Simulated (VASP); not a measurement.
Here is the system:

```xyz
2
Lattice="0.0000 3.0672 3.0672 3.0672 0.0000 3.0672 3.0672 3.0672 0.0000" Properties=species:S:1:pos:R:3 pbc="T T T"
Ru     0.0000     0.0000     0.0000
Te     3.0672     3.0672     3.0672
```

These are r2SCAN meta-GGA, VASP's PBE PAW potentials (set 64) (plane waves; VASP) values and carry that method's errors. Settings: 400 eV cut-off, 9×9×9 Γ-centred mesh, first-order Methfessel-Paxton smearing of 0.10 eV, potentials Ru_pv Te.

Energy and stress use the plane-wave basis of the starting cell.

**Question.** The ions, cell shape and volume are relaxed. Give the cell that the relaxation ends in.

**Answer.** 
```xyz
2
Lattice="0.0000 2.7112 2.7112 2.7112 0.0000 2.7112 2.7112 2.7112 0.0000" Properties=species:S:1:pos:R:3 pbc="T T T"
Ru     0.0000     0.0000     0.0000
Te     2.7112     2.7112     2.7112
```
Space group Fm-3m (225), at a tolerance of 0.03 Å.

**Question.** How do energy and volume change from the first to the last step?

**Answer.** The energy (σ→0) changes by -768.0 meV/atom and the volume by -30.9 %, in 7 ionic steps.

```tsv
step	E(σ→0) (eV)	max force (eV/Å)	pressure (GPa)	volume (Å³)
1	-48.4241	0.000	-18.87	57.71
2	-49.4261	0.000	33.03	33.73
3	-49.9588	0.000	-1.17	40.23
4	-49.9601	0.000	-0.17	39.92
5	-49.9595	0.000	0.87	39.61
6	-49.9591	0.000	-1.04	40.19
7	-49.9602	0.000	0.03	39.86
```

The structure was generated: RuTe was put into the rock salt type (Fm-3m), which need not be its known phase. This run relaxes it. Symmetry was kept, so distortions that lower it aren't found.
